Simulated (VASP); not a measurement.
Here is the system:

```
AuMg
1.0
    3.23851     0.00000     0.00000
    0.00000     3.23851     0.00000
    0.00000     0.00000     3.23851
Mg Au
1 1
Direct
  0.50000   0.50000   0.50000
  0.00000   0.00000   0.00000
```

Level of theory: PBEsol GGA, VASP's PBE PAW potentials (set 64) (plane waves; VASP). Run with 300 eV cut-off, 7×7×7 Γ-centred mesh, Gaussian smearing of 0.10 eV, potentials Mg Au.

Unless said otherwise, spin-orbit coupling is left out, though it shifts the bands of the heavy elements here.

Problem. What does the run give for the energy per atom (σ→0), band gap (on the k-mesh) with the smallest direct gap where there is one?

Solution. 
```json
{
 "band gap (on the k-mesh)": "none (metal, semimetal or under 0.01 eV)",
 "energy per atom (σ→0)": "-3.446 eV/atom"
}
```

The absolute energy has meaning only against runs of the same code, potentials and settings.

The structure comes from a computed database's MgAu entry (Pm-3m); how it stands against other phases isn't given here. The cell was not relaxed at this level. The electron count is odd and the run is not spin-polarised, which forces a metal.
